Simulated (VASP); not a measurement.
Method: PBE GGA, VASP's PBE PAW potentials (set 64) (plane waves; VASP).

VASP ran on this input.

KPOINTS:
```
Automatic
0
Gamma
  16 16 16
0 0 0
```

### INCAR
```
SYSTEM  =  Na
PREC  =  Normal; ENCUT  =  400; LREAL  =  .False.
LASPH  =  .True.
EDIFF  =  1E-5; NELM  =  100; NELMIN  =  4
ALGO  =  Fast
ISMEAR  =  1; SIGMA  =  0.1
GGA  =  PE
IBRION  =  2; NSW  =  20; ISIF  =  2
EDIFFG  =  -0.03
LWAVE  =  .False.; LCHARG  =  .False.
```

**POSCAR**
```
Na
1.0
 -2.0944647263   2.0944647263   2.0944647263
  2.0944647263  -2.0944647263   2.0944647263
  2.0944647263   2.0944647263  -2.0944647263
Na
1
Cart
  0.0000000000   0.0000000000   0.0000000000
```

POTCAR, in this order: Na_pv (PBE.64 set). Program: vasp_std.

The run wrote:

File OSZICAR:
```
       N       E                     dE             d eps       ncg     rms          rms(c)
DAV:   1     0.178009582264E+02    0.17801E+02   -0.35826E+03  2079   0.685E+02
DAV:   2    -0.953403195533E+00   -0.18754E+02   -0.18752E+02  2093   0.132E+02
DAV:   3    -0.130898702021E+01   -0.35558E+00   -0.35558E+00  2618   0.255E+01
DAV:   4    -0.131218749167E+01   -0.32005E-02   -0.32005E-02  2520   0.209E+00
DAV:   5    -0.131222686482E+01   -0.39373E-04   -0.39373E-04  2541   0.196E-01    0.209E-01
RMM:   6    -0.131202009069E+01    0.20677E-03   -0.33302E-04  2076   0.276E-01    0.140E-01
RMM:   7    -0.131180251263E+01    0.21758E-03   -0.73692E-04  2059   0.347E-01    0.158E-02
RMM:   8    -0.131180571302E+01   -0.32004E-05   -0.16605E-04  2061   0.321E-01    0.466E-03
RMM:   9    -0.131180903593E+01   -0.33229E-05   -0.37919E-05  1968   0.935E-02
   1 F= -.13118090E+01 E0= -.13117269E+01  d E =-.131181E+01
```

OUTCAR:
```
------------------------ aborting loop because EDIFF is reached ----------------------------------------
  FORCE on cell =-STRESS in cart. coord.  units (eV):
  Direction    XX          YY          ZZ          XY          YZ          ZX
  --------------------------------------------------------------------------------------
  Total        0.0032666      0.0032666      0.0032666      0.0000000     -0.0000000      0.0000000
  in kB        0.1424055      0.1424055      0.1424055      0.0000000     -0.0000000      0.0000000
  external PRESSURE =       0.1424055 kB  Pullay stress =       0.0000000 kB
  volume of cell :       36.75
      direct lattice vectors                 reciprocal lattice vectors
    -2.094464726  2.094464726  2.094464726     0.000000000  0.238724479  0.238724479
     2.094464726 -2.094464726  2.094464726     0.238724479  0.000000000  0.238724479
     2.094464726  2.094464726 -2.094464726     0.238724479  0.238724479  0.000000000
 POSITION                                       TOTAL-FORCE (eV/Angst)
 -----------------------------------------------------------------------------------
      0.00000      0.00000      0.00000        -0.000000      0.000000      0.000000
 -----------------------------------------------------------------------------------
    total drift:                                0.000000      0.000000      0.000000
  FREE ENERGIE OF THE ION-ELECTRON SYSTEM (eV)
  ---------------------------------------------------
  free  energy   TOTEN  =        -1.3118090359 eV

  energy  without entropy=       -1.3115627485  energy(sigma->0) =       -1.31172694

 reached required accuracy - stopping structural energy minimisation
```
(Selected blocks of OUTCAR.)

The compound is Na in the bcc structure. It was relaxed first.
